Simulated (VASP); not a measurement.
Input for VASP

### POSCAR
```
MoSe2
3.290
  0.5000000000  -0.8660255319   0.0000000000
  0.5000000000   0.8660255319   0.0000000000
  0.0000000000   0.0000000000   3.9300911854
Mo Se
2 4
Cart
  0.5000000000   0.2886757547   0.9825227964
  0.5000000000  -0.2886757547   2.9475683891
  0.5000000000   0.2886757547   3.4545501520
  0.5000000000  -0.2886757547   1.4895045593
  0.5000000000  -0.2886757547   0.4755410334
  0.5000000000   0.2886757547   2.4405866261
```

File KPOINTS:
```
Automatic mesh
0
Gamma
5 5 1
0 0 0
```

INCAR:
```
SYSTEM = MoSe2
PREC = Accurate
ENCUT = 300
EDIFF = 1E-6
NELM = 100
ALGO = Normal
LREAL = .FALSE.
LASPH = .TRUE.
ISMEAR = -1
SIGMA = 0.01
GGA = PS
LMAXMIX = 4
LWAVE = .FALSE.
LCHARG = .FALSE.
ISIF = 2
LSORBIT = .TRUE.
LNONCOLLINEAR = .TRUE.
MAGMOM = 0.0 0.0 0.0 0.0 0.0 0.0 0.0 0.0 0.0 0.0 0.0 0.0 0.0 0.0 0.0 0.0 0.0 0.0
GGA_COMPAT = .FALSE.
LORBIT = 11
```

POTCAR, in this order: Mo_sv Se (PBE.64 set). Program: vasp_ncl.

Q: Write an equivalent input for Ansatz.

A: One equivalent input (not run):
Ansatz 0.2 input:
```yaml
crystal:
  lattice:
    - [1.6450000, -2.8492240, 0.0000000]
    - [1.6450000, 2.8492240, 0.0000000]
    - [0.0000000, 0.0000000, 12.9300000]
  atoms:
    - { symbol: Mo, position: [0.3333330, 0.6666670, 0.2500000] }
    - { symbol: Mo, position: [0.6666670, 0.3333330, 0.7500000] }
    - { symbol: Se, position: [0.3333330, 0.6666670, 0.8790000] }
    - { symbol: Se, position: [0.6666670, 0.3333330, 0.3790000] }
    - { symbol: Se, position: [0.6666670, 0.3333330, 0.1210000] }
    - { symbol: Se, position: [0.3333330, 0.6666670, 0.6210000] }
kpoints:
  mp_grid: { grid: [5, 5, 1] }
hamiltonian:
  xc: pbesol
  pseudopotentials: { kind: paw }
magnetization: { noncollinear: true, spin_orbit: true }
scf:
  occupations: { method: fermi_dirac, width: 0.01 }
  max_iter: 100
output: { forces: true, stress: true, eigenvalues: true }
```
Limits of the translation: each code has its own PAW files, so the cut-off isn't converted (ENCUT is set for VASP's; basis.ecutwfc is left out, and Ansatz then takes the one that its files recommend); Ansatz stops its SCF on the density residual and VASP on the energy change (EDIFF).

The structure is a typed MoSe2 crystal (P6_3/mmc). The cell was not relaxed at this level. The k-mesh is coarse (spacing up to 0.49 per Å, 2π included), so the numbers may not be converged in it. The run is one of a series of settings (GGA_COMPAT = .FALSE., LNONCOLLINEAR = .TRUE., LSORBIT = .TRUE., MAGMOM = 0.0 0.0 0.0 0.0 0.0 0.0 0.0 0.0 0.0 0.0 0.0 0.0 0.0 0.0 0.0 0.0 0.0 0.0, program vasp_ncl against the base run), some of them coarse on purpose.
